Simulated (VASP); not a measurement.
Output of a VASP run:

### OUTCAR
```
 ion  position               nearest neighbor table
   1  0.504  0.005  0.004-  32 1.78  53 1.91  61 1.92  45 1.92   2 3.03   3 3.07   8 3.07  23 3.09
                            12 3.10   5 3.10   7 3.10  17 3.10
   2  0.749  0.249  0.000-  32 1.87  43 1.90  54 1.90  33 1.90   1 3.03   9 3.06   3 3.08  12 3.09
                            23 3.09   4 3.09  15 3.10  28 3.10  24 3.11  13 3.11   6 3.12
   3  0.753  0.002  0.251-  34 1.86  38 1.90  48 1.92  32 1.92  11 3.01  15 3.06  10 3.07  18 3.07
                             1 3.07   2 3.08   4 3.09  25 3.09  21 3.10   7 3.12  17 3.13
   4  0.000  0.000  0.000-  35 1.90  38 1.90  43 1.90  62 1.90   5 3.05   3 3.09   2 3.09  22 3.10
                            25 3.10  28 3.10  31 3.10   7 3.10  12 3.10  14 3.10  15 3.10   8 3.11
   5  0.245  0.247  0.999-  35 1.86  59 1.88  53 1.90  36 1.99   4 3.05  28 3.06  22 3.07  15 3.07
                            13 3.09   6 3.10   1 3.10  29 3.11   8 3.12  23 3.12  16 3.13
   6  0.495  0.498  0.999-  60 1.87  36 1.88  54 1.91  37 1.94  16 3.04  29 3.05  14 3.07  23 3.08
                            30 3.10   5 3.10  17 3.12   2 3.12  24 3.12   9 3.12   7 3.14
   7  0.750  0.750  0.000-  37 1.90  38 1.90  55 1.90  61 1.90   9 3.09  24 3.10  25 3.10  30 3.10
                            31 3.10   4 3.10  12 3.10  13 3.10  17 3.10   1 3.10   3 3.12   6 3.14
   8  0.253  0.995  0.249-  45 1.85  56 1.89  35 1.94  39 1.96  17 3.04  14 3.06  27 3.07   1 3.07
                            25 3.08  19 3.10  10 3.10   4 3.11   5 3.12  18 3.12
   9  0.751  0.497  0.246-  33 1.85  37 1.90  63 1.92  40 1.93   2 3.06  13 3.06  15 3.07   7 3.09
                            11 3.11  25 3.11  26 3.11  20 3.11   6 3.12  17 3.13  21 3.14
  10  0.505  0.005  0.499-  41 1.85  48 1.89  39 1.90  58 1.95  11 3.00   3 3.07  23 3.07  12 3.07
                            19 3.09  21 3.10   8 3.10  17 3.12  22 3.14  30 3.14
  11  0.750  0.244  0.495-  34 1.84  41 1.89  63 1.94  42 1.95  10 3.00   3 3.01  18 3.06  15 3.07
                            12 3.09   9 3.11  20 3.12  23 3.13  28 3.13  26 3.13
  12  0.750  0.000  0.750-  41 1.90  43 1.90  52 1.90  61 1.90  10 3.07   2 3.09  11 3.09  23 3.10
                            28 3.10  30 3.10  31 3.10   4 3.10   7 3.10  18 3.10  21 3.10   1 3.10
  13  0.000  0.500  0.000-  33 1.90  44 1.90  55 1.90  59 1.90   9 3.06   5 3.09  25 3.10  28 3.10
                            29 3.10  31 3.10   7 3.10  14 3.10  15 3.10  24 3.10  16 3.10   2 3.11
  14  0.250  0.750  0.000-  44 1.90  45 1.90  60 1.90  62 1.90   8 3.06  16 3.06   6 3.07  25 3.10
                            29 3.10  30 3.10  31 3.10  13 3.10   4 3.10  17 3.10  22 3.10
  15  0.000  0.250  0.250-  33 1.90  34 1.90  35 1.90  46 1.90  19 3.06   3 3.06   9 3.07  11 3.07
                             5 3.07  13 3.10  18 3.10   4 3.10  26 3.10   2 3.10  16 3.14
  16  0.253  0.504  0.248-  47 1.88  44 1.88  36 1.89  46 1.94   6 3.04  17 3.06  14 3.06  27 3.09
                            20 3.09  25 3.09  19 3.10  13 3.10  26 3.13   5 3.13  15 3.14
  17  0.500  0.750  0.250-  37 1.90  45 1.90  47 1.90  48 1.90   8 3.04  16 3.06  20 3.09   7 3.10
                            14 3.10  21 3.10  27 3.10   1 3.10   6 3.12  10 3.12   9 3.13   3 3.13
  18  0.000  0.000  0.500-  34 1.90  49 1.90  52 1.90  56 1.90  11 3.06   3 3.07  19 3.09  25 3.10
                            27 3.10  28 3.10  31 3.10  15 3.10  12 3.10  21 3.10  22 3.10   8 3.12
  19  0.250  0.250  0.494-  39 1.85  46 1.87  49 1.92  50 1.93  15 3.06  18 3.09  10 3.09   8 3.10
                            26 3.10  16 3.10  20 3.10  22 3.13  23 3.13  28 3.13  29 3.13
  20  0.501  0.500  0.498-  63 1.88  47 1.90  51 1.90  50 1.91  17 3.09  16 3.09  21 3.09  24 3.10
                            23 3.10  19 3.10  27 3.11  30 3.11   9 3.11  29 3.11  11 3.12
  21  0.750  0.750  0.500-  40 1.90  48 1.90  51 1.90  52 1.90  20 3.09  25 3.10  26 3.10  30 3.10
                            31 3.10  17 3.10  18 3.10  12 3.10  24 3.10  10 3.10   3 3.10   9 3.14
  22  0.250  0.000  0.750-  49 1.90  53 1.90  58 1.90  62 1.90   5 3.07  27 3.10  28 3.10  30 3.10
                            31 3.10   4 3.10  14 3.10  18 3.10  23 3.10  19 3.13  10 3.14
  23  0.500  0.250  0.750-  41 1.90  50 1.90  53 1.90  54 1.90  10 3.07   6 3.08   1 3.09   2 3.09
                            12 3.10  22 3.10  24 3.10  29 3.10  20 3.10   5 3.12  11 3.13  19 3.13
  24  0.750  0.500  0.750-  42 1.90  51 1.90  54 1.90  55 1.90  26 3.10  28 3.10  30 3.10  31 3.10
                             7 3.10  13 3.10  21 3.10  23 3.10  20 3.10   2 3.11   6 3.12
  25  0.000  0.750  0.250-  38 1.90  40 1.90  44 1.90  56 1.90   8 3.08   3 3.09  16 3.09  18 3.10
                            21 3.10  26 3.10  27 3.10   4 3.10  13 3.10  14 3.10   7 3.10   9 3.11
  26  0.000  0.500  0.500-  40 1.90  42 1.90  46 1.90  57 1.90  27 3.10  28 3.10  29 3.10  31 3.10
                            15 3.10  21 3.10  24 3.10  25 3.10  19 3.10   9 3.11  16 3.13  11 3.13
  27  0.250  0.750  0.500-  47 1.90  56 1.90  57 1.90  58 1.90   8 3.07  16 3.09  26 3.10  29 3.10
                            30 3.10  31 3.10  17 3.10  18 3.10  22 3.10  25 3.10  20 3.11
  28  0.000  0.250  0.750-  42 1.90  43 1.90  49 1.90  59 1.90   5 3.06  22 3.10  24 3.10  26 3.10
                            29 3.10   4 3.10  12 3.10  13 3.10  18 3.10   2 3.10  11 3.13  19 3.13
  29  0.250  0.500  0.750-  50 1.90  57 1.90  59 1.90  60 1.90   6 3.05  27 3.10  28 3.10  30 3.10
                            31 3.10  13 3.10  14 3.10  23 3.10  26 3.10   5 3.11  20 3.11  19 3.13
  30  0.500  0.750  0.750-  51 1.90  58 1.90  60 1.90  61 1.90  22 3.10  24 3.10  27 3.10  29 3.10
                             7 3.10  12 3.10  14 3.10  21 3.10   6 3.10  20 3.11  10 3.14
  31  0.000  0.750  0.750-  52 1.90  55 1.90  57 1.90  62 1.90  14 3.10  18 3.10  21 3.10  22 3.10
                            24 3.10  26 3.10  27 3.10  29 3.10   4 3.10   7 3.10  12 3.10  13 3.10
  32  0.625  0.122  0.119-   1 1.78   2 1.87   3 1.92
  33  0.875  0.375  0.125-   9 1.85  13 1.90  15 1.90   2 1.90
  34  0.875  0.125  0.375-  11 1.84   3 1.86  15 1.90  18 1.90
  35  0.125  0.125  0.125-   5 1.86   4 1.90  15 1.90   8 1.94
  36  0.380  0.373  0.131-   6 1.88  16 1.89   5 1.99
  37  0.625  0.625  0.125-   7 1.90  17 1.90   9 1.90   6 1.94
  38  0.875  0.875  0.125-   4 1.90   7 1.90  25 1.90   3 1.90
  39  0.378  0.131  0.376-  19 1.85  10 1.90   8 1.96
  40  0.875  0.625  0.375-  21 1.90  25 1.90  26 1.90   9 1.93
  41  0.625  0.125  0.625-  10 1.85  11 1.89  12 1.90  23 1.90
  42  0.875  0.375  0.625-  24 1.90  26 1.90  28 1.90  11 1.95
  43  0.875  0.125  0.875-   2 1.90   4 1.90  12 1.90  28 1.90
  44  0.125  0.625  0.125-  16 1.88  14 1.90  13 1.90  25 1.90
  45  0.375  0.875  0.125-   8 1.85  14 1.90  17 1.90   1 1.92
  46  0.125  0.375  0.375-  19 1.87  15 1.90  26 1.90  16 1.94
  47  0.375  0.625  0.375-  16 1.88  20 1.90  17 1.90  27 1.90
  48  0.625  0.875  0.375-  10 1.89  17 1.90  21 1.90   3 1.92
...
```

File OSZICAR:
```
...
DAV:   1    -0.466815845561E+03   -0.13774E-03   -0.56609E-02   768   0.595E-01    0.575E-02
RMM:   2    -0.466815923920E+03   -0.78359E-04   -0.12153E-03   640   0.766E-02    0.251E-02
RMM:   3    -0.466815918080E+03    0.58402E-05   -0.13471E-04   639   0.284E-02    0.142E-02
RMM:   4    -0.466815916221E+03    0.18589E-05   -0.30142E-05   423   0.131E-02
   9 F= -.46681592E+03 E0= -.46681592E+03  d E =-.413513E-01  mag=     2.0000
       N       E                     dE             d eps       ncg     rms          rms(c)
DAV:   1    -0.466824411454E+03   -0.84934E-02   -0.25020E+00   688   0.416E+00    0.431E-01
RMM:   2    -0.466827834907E+03   -0.34235E-02   -0.64136E-02   640   0.597E-01    0.196E-01
RMM:   3    -0.466827646900E+03    0.18801E-03   -0.89047E-03   645   0.221E-01    0.119E-01
RMM:   4    -0.466827551584E+03    0.95316E-04   -0.23576E-03   652   0.108E-01    0.623E-02
RMM:   5    -0.466827639540E+03   -0.87956E-04   -0.50555E-04   695   0.514E-02    0.333E-02
RMM:   6    -0.466827641601E+03   -0.20618E-05   -0.95770E-05   617   0.221E-02
  10 F= -.46682764E+03 E0= -.46682764E+03  d E =-.117254E-01  mag=     2.0000
       N       E                     dE             d eps       ncg     rms          rms(c)
DAV:   1    -0.466827764976E+03   -0.12544E-03   -0.28450E-02   768   0.445E-01    0.461E-02
RMM:   2    -0.466827806167E+03   -0.41191E-04   -0.76166E-04   640   0.646E-02    0.207E-02
RMM:   3    -0.466827804577E+03    0.15899E-05   -0.97924E-05   641   0.234E-02    0.135E-02
RMM:   4    -0.466827801669E+03    0.29077E-05   -0.23421E-05   405   0.113E-02
  11 F= -.46682780E+03 E0= -.46682780E+03  d E =-.118854E-01  mag=     2.0000
       N       E                     dE             d eps       ncg     rms          rms(c)
DAV:   1    -0.466830444965E+03   -0.26404E-02   -0.67015E-01   672   0.218E+00    0.219E-01
RMM:   2    -0.466830768239E+03   -0.32327E-03   -0.13041E-02   640   0.280E-01    0.971E-02
RMM:   3    -0.466830625411E+03    0.14283E-03   -0.22534E-03   642   0.110E-01    0.485E-02
RMM:   4    -0.466830638317E+03   -0.12906E-04   -0.59364E-04   656   0.515E-02    0.280E-02
RMM:   5    -0.466830653623E+03   -0.15306E-04   -0.10780E-04   635   0.240E-02    0.169E-02
RMM:   6    -0.466830653321E+03    0.30284E-06   -0.20727E-05   396   0.104E-02
  12 F= -.46683065E+03 E0= -.46683065E+03  d E =-.285165E-02  mag=     2.0000
       N       E                     dE             d eps       ncg     rms          rms(c)
DAV:   1    -0.466830784616E+03   -0.13099E-03   -0.21151E-02   720   0.388E-01    0.384E-02
RMM:   2    -0.466830796596E+03   -0.11980E-04   -0.41187E-04   640   0.500E-02    0.173E-02
RMM:   3    -0.466830791639E+03    0.49568E-05   -0.65568E-05   625   0.192E-02    0.898E-03
RMM:   4    -0.466830791472E+03    0.16742E-06   -0.16887E-05   391   0.920E-03
  13 F= -.46683079E+03 E0= -.46683079E+03  d E =-.298980E-02  mag=     2.0000
       N       E                     dE             d eps       ncg     rms          rms(c)
DAV:   1    -0.466831512798E+03   -0.72116E-03   -0.12532E-01   672   0.947E-01    0.965E-02
RMM:   2    -0.466831576988E+03   -0.64190E-04   -0.22287E-03   642   0.118E-01    0.423E-02
RMM:   3    -0.466831547287E+03    0.29700E-04   -0.40093E-04   645   0.466E-02    0.204E-02
RMM:   4    -0.466831550062E+03   -0.27749E-05   -0.11015E-04   642   0.223E-02    0.115E-02
RMM:   5    -0.466831552959E+03   -0.28970E-05   -0.19780E-05   408   0.105E-02
  14 F= -.46683155E+03 E0= -.46683155E+03  d E =-.761488E-03  mag=     2.0000
```

OUTCAR:
```
------------------------ aborting loop because EDIFF is reached ----------------------------------------
  FORCE on cell =-STRESS in cart. coord.  units (eV):
  Direction    XX          YY          ZZ          XY          YZ          ZX
  --------------------------------------------------------------------------------------
  Total       -4.7171399     -4.7171274     -4.7082936      3.0012667      3.0342838      3.0265139
  in kB      -11.2492925    -11.2492628    -11.2281961      7.1573301      7.2360682      7.2175389
  external PRESSURE =     -11.2422505 kB  Pullay stress =       0.0000000 kB
  volume of cell :      671.84
      direct lattice vectors                 reciprocal lattice vectors
     8.758331436  0.000000000  0.000000000     0.114176999  0.000000000  0.000000000
     0.000000000  8.758331436  0.000000000     0.000000000  0.114176999  0.000000000
     0.000000000  0.000000000  8.758331436     0.000000000  0.000000000  0.114176999
  FREE ENERGIE OF THE ION-ELECTRON SYSTEM (eV)
  ---------------------------------------------------
  free  energy   TOTEN  =      -466.8315529594 eV

  energy  without entropy=     -466.8315529594  energy(sigma->0) =     -466.83155296

 total charge

# of ion       s       p       d       tot
------------------------------------------
    1        0.699   0.971   0.000   1.670
    2        0.700   0.973   0.000   1.672
    3        0.700   0.973   0.000   1.672
    4        0.699   0.962   0.000   1.661
    5        0.699   0.971   0.000   1.670
    6        0.700   0.972   0.000   1.672
    7        0.698   0.953   0.000   1.652
    8        0.699   0.971   0.000   1.670
    9        0.703   0.914   0.000   1.617
   10        0.700   0.972   0.000   1.672
   11        0.703   0.914   0.000   1.617
   12        0.698   0.953   0.000   1.652
   13        0.698   0.953   0.000   1.652
   14        0.699   0.962   0.000   1.661
   15        0.699   0.965   0.000   1.664
   16        0.700   0.972   0.000   1.672
   17        0.699   0.965   0.000   1.664
   18        0.698   0.953   0.000   1.652
   19        0.700   0.972   0.000   1.672
   20        0.703   0.914   0.000   1.617
   21        0.699   0.967   0.000   1.666
   22        0.699   0.962   0.000   1.661
   23        0.699   0.965   0.000   1.664
   24        0.699   0.967   0.000   1.667
   25        0.703   0.972   0.000   1.676
   26        0.699   0.967   0.000   1.667
   27        0.698   0.953   0.000   1.652
   28        0.703   0.972   0.000   1.676
   29        0.698   0.953   0.000   1.652
   30        0.703   0.972   0.000   1.676
   31        0.698   0.962   0.000   1.660
   32        0.858   1.646   0.000   2.505
   33        0.831   1.708   0.000   2.539
   34        0.831   1.708   0.000   2.539
   35        0.831   1.716   0.000   2.547
   36        0.858   1.646   0.000   2.504
   37        0.831   1.708   0.000   2.539
   38        0.834   1.706   0.000   2.540
   39        0.858   1.645   0.000   2.504
   40        0.834   1.723   0.000   2.557
   41        0.831   1.708   0.000   2.539
   42        0.834   1.723   0.000   2.557
   43        0.834   1.706   0.000   2.540
   44        0.834   1.706   0.000   2.540
   45        0.831   1.716   0.000   2.547
   46        0.832   1.721   0.000   2.553
   47        0.831   1.708   0.000   2.539
   48        0.832   1.721   0.000   2.553
...
```
(Selected blocks of OUTCAR.)

### POSCAR
```
C31OSi31
1
    8.7583314357     0.0000000000     0.0000000000
    0.0000000000     8.7583314357    -0.0000000000
   -0.0000000000    -0.0000000000     8.7583314357
Si C O
31 31 1
Direct
  0.5042820000   0.0053730000   0.0042340000
  0.7492030000   0.2488800000   0.0002600000
  0.7529920000   0.0024350000   0.2513730000
  0.0000000000   0.0000000000   0.0000000000
  0.2450800000   0.2468440000  -0.0012200000
  0.4945960000   0.4982990000  -0.0013650000
  0.7500000000   0.7500000000   0.0000000000
  0.2533900000  -0.0053670000   0.2494890000
  0.7514570000   0.4967350000   0.2459970000
  0.5050420000   0.0050840000   0.4985640000
  0.7496660000   0.2443680000   0.4950450000
  0.7500000000   0.0000000000   0.7500000000
  0.0000000000   0.5000000000   0.0000000000
  0.2500000000   0.7500000000   0.0000000000
  0.0000000000   0.2500000000   0.2500000000
  0.2530210000   0.5035170000   0.2476910000
  0.5000000000   0.7500000000   0.2500000000
  0.0000000000   0.0000000000   0.5000000000
  0.2500070000   0.2495680000   0.4942750000
  0.5012080000   0.4996780000   0.4983840000
  0.7500000000   0.7500000000   0.5000000000
  0.2500000000   0.0000000000   0.7500000000
  0.5000000000   0.2500000000   0.7500000000
  0.7500000000   0.5000000000   0.7500000000
  0.0000000000   0.7500000000   0.2500000000
  0.0000000000   0.5000000000   0.5000000000
  0.2500000000   0.7500000000   0.5000000000
  0.0000000000   0.2500000000   0.7500000000
  0.2500000000   0.5000000000   0.7500000000
  0.5000000000   0.7500000000   0.7500000000
  0.0000000000   0.7500000000   0.7500000000
  0.6253540000   0.1219350000   0.1193970000
  0.8750000000   0.3750000000   0.1250000000
  0.8750000000   0.1250000000   0.3750000000
  0.1250000000   0.1250000000   0.1250000000
  0.3795430000   0.3732280000   0.1305590000
  0.6250000000   0.6250000000   0.1250000000
  0.8750000000   0.8750000000   0.1250000000
  0.3783280000   0.1306030000   0.3759630000
  0.8750000000   0.6250000000   0.3750000000
  0.6250000000   0.1250000000   0.6250000000
  0.8750000000   0.3750000000   0.6250000000
  0.8750000000   0.1250000000   0.8750000000
  0.1250000000   0.6250000000   0.1250000000
  0.3750000000   0.8750000000   0.1250000000
  0.1250000000   0.3750000000   0.3750000000
  0.3750000000   0.6250000000   0.3750000000
  0.6250000000   0.8750000000   0.3750000000
  0.1250000000   0.1250000000   0.6250000000
  0.3750000000   0.3750000000   0.6250000000
  0.6250000000   0.6250000000   0.6250000000
  0.8750000000   0.8750000000   0.6250000000
  0.3750000000   0.1250000000   0.8750000000
  0.6250000000   0.3750000000   0.8750000000
  0.8750000000   0.6250000000   0.8750000000
  0.1250000000   0.8750000000   0.3750000000
  0.1250000000   0.6250000000   0.6250000000
  0.3750000000   0.8750000000   0.6250000000
  0.1250000000   0.3750000000   0.8750000000
  0.3750000000   0.6250000000   0.8750000000
  0.6250000000   0.8750000000   0.8750000000
  0.1250000000   0.8750000000   0.8750000000
  0.6197120000   0.3743860000   0.3714240000
```

**Question.** Reconstruct the remaining input files.

**Answer.** This is not unique; one that fits is the input of the run itself, PBE GGA, plane waves, VASP's PBE PAW potentials (set 64).

File KPOINTS:
```
Regular mesh
0
G
  1 1 1
```

INCAR:
```
# general
SYSTEM  = C31OSi31
PREC    = Normal
ENCUT   = 400
LREAL   = Auto
LASPH   = .TRUE.
ISYM    = 0

# electronic loop
EDIFF   = 1E-5
NELM    = 100
NELMIN  = 4
ALGO    = Fast

# smearing
ISMEAR  = 0
SIGMA   = 0.05

# functional
GGA     = PE

# spin
ISPIN   = 2
MAGMOM  = 63*0.0317
NUPDOWN = 2

# ions
IBRION  = 2
NSW     = 70
ISIF    = 2
EDIFFG  = -0.03

# output
LWAVE   = .TRUE.
LCHARG  = .FALSE.
LORBIT  = 10
```

POTCAR, in this order: Si C O (PBE.64 set). Program: vasp_gam.

At this cut-off the stress carries a Pulay error, which pulls relaxed volumes low. The supercell is sampled at Γ alone, which is coarse: total energies, pressure and levels can be off, energies of defects by several tenths of an eV.

The cell is a supercell with a defect, built from SiC (zinc blende): O_C-vac_Si.
